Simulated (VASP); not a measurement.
EuMo:

```
Eu Mo
1.0
     3.53145    0.00000    0.00000
     0.00000    3.53145    0.00000
     0.00000    0.00000    3.53145
Eu Mo
1 1
Direct
  0.50000 0.50000 0.50000
  0.00000 0.00000 0.00000
```

The cell was built by a generator and needn't be a form met in nature.

```yaml
Program: VASP 6.6.1
Task: relaxation of cell and atoms
Functional: rev-vdW-DF2
Potentials_or_basis: VASP PAW PBE potentials, release 64 (Eu, Mo_sv)
Cutoff: 600 eV
k_mesh: 6 × 6 × 6
Occupations: fermi-dirac, width 0.05 eV
Spin: collinear spin, ferromagnetic start
Starting_moments: "[7.0, 1.0] μB"
```

At the start: pressure -3.2 GPa; volume 22.02 Å³/atom.

**Question.** How do energy, volume and symmetry change on relaxing?

**Answer.** Over 3 steps the energy falls by 11.1 meV/atom and the volume is 20.98 Å³/atom (-4.7 %); space group Pm-3m (No. 221, to 0.05 Å); moment 5.86 μB per cell.

Step by step:
```tsv
step	energy change (eV)	largest force (eV/Å)	pressure (GPa)	volume (Å³)
1	0.0000	0.0000	-3.20	44.04
2	-0.0194	0.0000	1.31	41.29
3	-0.0222	0.0000	0.00	41.96
```

Final structure:
```xyz
2
Lattice="3.4749 0.0000 0.0000 0.0000 3.4749 0.0000 0.0000 0.0000 3.4749" Properties=species:S:1:pos:R:3 pbc="T T T"
Eu    1.7374    1.7374    1.7374
Mo    0.0000    0.0000    0.0000
```

Caveat: the PAW data sets were made with another functional, which shifts forces and pressure a little; without U or exact exchange the open f shell lies at the Fermi level, which spoils levels, moments and volumes.
